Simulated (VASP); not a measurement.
The system is Ca3AsP.

```xyz
5
Lattice="5.3339 0.0000 0.0000 0.0000 5.3339 0.0000 0.0000 0.0000 5.3339" Properties=species:S:1:pos:R:3 pbc="T T T"
Ca    0.0000    2.6669    2.6669
Ca    2.6669    0.0000    2.6669
Ca    2.6669    2.6669    0.0000
P     2.6669    2.6669    2.6669
As    0.0000    0.0000    0.0000
```

The cell comes from a database or a generator and needn't be the stable form of this composition.

Base run:

| Property | Result |
| --- | --- |
| Program | VASP 6.6.1 |
| Functional | LDA |
| Potentials or basis | VASP PAW LDA potentials, release 64 (Ca_sv, P, As) |
| Cutoff | 520 eV |
| k mesh | 4 × 4 × 4 |
| Occupations | gaussian, width 0.01 eV |
| Spin | no spin polarisation |

Its results: band gap on the k mesh 0.05 eV, direct; pressure -2.7 GPa.

The run is repeated on the same cell with these changes: functional from LDA to BLYP; potentials or basis from VASP PAW LDA potentials, release 64 (Ca_sv, P, As) to VASP PAW PBE potentials, release 64 (Ca_sv, P, As). What comes out?

Band gap on the k mesh 0.31 eV, direct; pressure 1.3 GPa.

Caveats: the PAW data sets were made with another functional, which shifts forces and pressure a little (some runs).

